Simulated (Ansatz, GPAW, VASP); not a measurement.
# TaOs3 (P1, 4 atoms in the cell) computed with different codes at matched settings

Self-consistent single point, at a second geometry (atoms moved at random). First geometry:

```
TaOs3
1.0
    3.91497     0.00000     0.00000
    0.00000     3.91497     0.00000
    0.00000     0.00000     3.91497
Ta Os
1 3
Direct
  0.00000   0.00000   0.00000
  0.00000   0.50000   0.50000
  0.50000   0.00000   0.50000
  0.50000   0.50000   0.00000
```

Second geometry:
```
CELL_PARAMETERS angstrom
      3.91497     0.00000     0.00000
      0.00000     3.91497     0.00000
      0.00000     0.00000     3.91497
ATOMIC_POSITIONS crystal
  Ta 0.01036 0.00437 0.00486
  Os 0.00116 0.50597 0.48412
  Os 0.50444 0.99927 0.50970
  Os 0.48404 0.49039 0.00131
```

Shared settings, as Ansatz (an electronic-structure program) writes them: kpoints.mp_grid.grid = 7 7 7; scf.occupations.method = fermi_dirac; scf.occupations.width = 0.1 eV. Potentials and cutoffs stand in the table.

| code | model | ΔF from the first geometry (meV/atom) | pressure (GPa) | largest force (eV/Å) | cutoff |
|---|---|---|---|---|---|
| GPAW | PBEsol, GPAW PAW datasets PBEsol (made by gpaw-setup) | 22.4 | -6.10 | 1.049 | 550 eV |
| VASP | PBEsol, VASP's PBE PAW potentials (set 64) | 22.3 | -5.65 | 1.051 | 300 eV |
| Ansatz | PBEsol, PAW files made with PBE | 22.7 | -4.90 | 1.066 | default |

Size of the force on each atom (eV/Å): Sizes of forces hide their directions.

```json
[
 {"code": "GPAW", "Ta1": "0.823", "Os2": "0.848", "Os3": "0.298", "Os4": "1.049"},
 {"code": "VASP", "Ta1": "0.820", "Os2": "0.849", "Os3": "0.296", "Os4": "1.051"},
 {"code": "Ansatz", "Ta1": "0.827", "Os2": "0.866", "Os3": "0.305", "Os4": "1.066"}
]
```

On Ansatz's run: spin-orbit coupling is off. Spin polarisation is off.

The spread over the programs that give each value: ΔF from the first geometry within 0.4 meV/atom; pressure within 1.20 GPa; largest force within 0.017 eV/Å.

Ansatz's pressure is given at a fixed set of plane waves, as the other plane-wave codes print theirs; with its correction for the finite basis it is -4.82 GPa.

VASP's run is marked for a possible Pulay error in its stress at this cutoff; no cutoff test was made.

The starting cell comes from a database of computed structures (which also holds hypothetical and non-ambient phases and stackings), without a prior relaxation at this level. For this run, on top of that: atoms moved at random.

Left out of this page: CP2K and SIESTA (not drawn, or without a comparable value).

Keys are those of Ansatz 0.2.
